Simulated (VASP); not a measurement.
Set up this calculation in VASP 6.6.1, as the native input.

```yaml
Task: single point
Functional: PBE
Potentials_or_basis: VASP PAW PBE potentials, release 64 (K_sv, Al)
Cutoff: 520 eV
k_mesh: 4 × 4 × 2
Occupations: gaussian, width 0.1 eV
Spin: no spin polarisation
Dipole_correction: no
Further_INCAR_settings: ALGO = Normal; EDIFF = 1e-06; NBANDS = 18
```

The structure of KAl4 lies in POSCAR:

```
KAl4
1.0
    4.0142941100      0.0000000000      0.0000000000
    0.0000000000      4.0142941100      0.0000000000
    0.0000000000      0.0000000000      7.5218945000
K Al
1 4
Direct
    0.0000000000      0.0000000000      0.5000000000
    0.0000000000      0.0000000000      0.1113704800
    0.0000000000      0.0000000000      0.8886295200
    0.5000000000      0.5000000000      0.8691554200
    0.5000000000      0.5000000000      0.1308445800
```

The cell was built by a generator and needn't be a form met in nature.

The cell isn't the ideal one: random cell by space group and Wyckoff sites (P4/mmm, No. 123).

The input as run:

INCAR

```
PREC = Accurate
ENCUT = 520
EDIFF = 1E-6
ISMEAR = 0
SIGMA = 0.1
LREAL = False
LASPH = True
NELM = 80
ALGO = Normal
ISIF = 2
LWAVE = False
LCHARG = False
GGA = PE
NBANDS = 18
```

KPOINTS

```
Automatic mesh
0
Gamma
  4 4 2
```

Potentials or basis: VASP PAW PBE potentials, release 64 (K_sv, Al).

The run is started by

```console
$ cat potpaw_PBE.64/K_sv/POTCAR potpaw_PBE.64/Al/POTCAR > POTCAR
$ mpirun -np 1 vasp_std > vasp.out
```

It gave:

```yaml
Pressure: 24.9 GPa
Largest_force: 20.837 eV/Å
Band_gap_on_the_k_mesh: none (metal or under the smearing width)
```

Caveat: the k mesh is coarse (spacing up to 0.42 Å⁻¹), so the values aren't converged; so large a pressure means that the cell lies far from this level's equilibrium, or that cutoff or potentials fall short; forces of over 1 eV/Å show positions far from the minimum, so gaps and moduli don't describe the material at rest.

Wall time 46 s on 1 thread of Intel(R) Xeon(R) Platinum 8375C CPU @ 2.90GHz (Ice Lake), on a shared host, peak memory 0.2 GiB.
